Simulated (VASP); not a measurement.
Consider the following.

```
SnSe2
1.0
    3.77237     0.00000     0.00000
   -1.88619     3.26697     0.00000
    0.00000     0.00000    18.60447
Se Sn
2 1
Cartesian
  1.88619   1.08899   7.72454
  0.00000   2.17798  10.87993
  3.77237   0.00000   9.30223
```

Calculation: LDA (Ceperley-Alder, Perdew-Zunger), VASP's LDA PAW potentials (set 64) (plane waves; VASP). Run with PREC = Normal, 400 eV cut-off, 12×12×1 Γ-centred mesh, Gaussian smearing of 0.050 eV, potentials Se Sn_d.

Q: What does the run give for the energy per atom (σ→0)?

A: 
```yaml
energy per atom (σ→0): -4.543 eV/atom
```

The cell is a sheet with vacuum, built from SnSe2 (1T layered).
